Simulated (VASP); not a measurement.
Input:

```xyz
4
Lattice="1.6476 -5.4645 0.0000 1.6476 5.4645 0.0000 0.0000 0.0000 4.5432" Properties=species:S:1:pos:R:3 pbc="T T T"
P      1.6476     1.0477     4.1397
P      1.6476    -1.0477     0.4035
P      1.6476     4.4168     1.8681
P      1.6476    -4.4168     2.6751
```

These are PBE GGA, VASP's PBE PAW potentials (set 64) (plane waves; VASP) values and carry that method's errors. Settings: 300 eV cut-off, 8×8×6 Γ-centred mesh, Gaussian smearing of 0.14 eV, potentials P.

Question: Which forces act on the atoms, in eV/Å?

Answer: 
| atom | Fx | Fy | Fz |
|---|---|---|---|
| P1 | 0.000 | 0.146 | 0.267 |
| P2 | 0.000 | -0.146 | -0.267 |
| P3 | 0.000 | -0.146 | 0.267 |
| P4 | 0.000 | 0.146 | -0.267 |

Question: Give the stress tensor in GPa (positive for a compressed cell).

Answer: 
```
1.37  0.00  0.00
0.00  1.49  0.00
0.00  0.00  1.69
```
The pressure is its mean diagonal, 1.52 GPa.

The structure comes from a computed database's P entry; how it stands against other phases isn't given here. The cell was not relaxed at this level.
